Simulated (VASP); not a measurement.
Elastic constants (GPa) of a crystal from PBEsol GGA, VASP's PBE PAW potentials (set 64) (VASP):

```
       xx     yy     zz    yz    xz    xy
--  -----  -----  -----  ----  ----  ----
xx  254.0  184.3  184.3   0.0   0.0   0.0
yy  184.3  254.0  184.3   0.0   0.0   0.0
zz  184.3  184.3  254.0   0.0   0.0   0.0
yz    0.0    0.0    0.0  76.8   0.0   0.0
xz    0.0    0.0    0.0   0.0  76.8   0.0
xy    0.0    0.0    0.0   0.0   0.0  76.8
```

Finite-difference elastic constants of metals are sensitive to mesh and smearing; shear constants can be off by tens of GPa.

**Question.** Work out the Voigt, Reuss and Hill moduli, Young's modulus and Poisson's ratio.

**Answer.** All eigenvalues are positive (smallest 69.7 GPa), so the crystal is stable. K_V = (C11+C22+C33+2(C12+C13+C23))/9 = (762.0 + 2×552.9)/9 = 207.5 GPa; G_V = (762.0 − 552.9 + 3×230.4)/15 = 60.0 GPa. From the compliances, K_R = 207.5 GPa and G_R = 51.8 GPa. Hill: K = 207.5 GPa, G = 55.9 GPa, E = 9KG/(3K+G) = 154.0 GPa, ν = (3K−2G)/(2(3K+G)) = 0.376. K/G = 3.71, above Pugh's 1.75; universal anisotropy A^U = 0.79.

**Question.** With a density of 12.20 g/cm³, what are the mean sound speeds?

**Answer.** v_l = √((K+4G/3)/ρ) = 4.81 km/s and v_t = √(G/ρ) = 2.14 km/s. The crystal is Pd (space group Fm-3m), cubic.

The structure comes from a measured Pd entry (Fm-3m) of the Crystallography Open Database, whose conditions weren't checked. It was relaxed first.
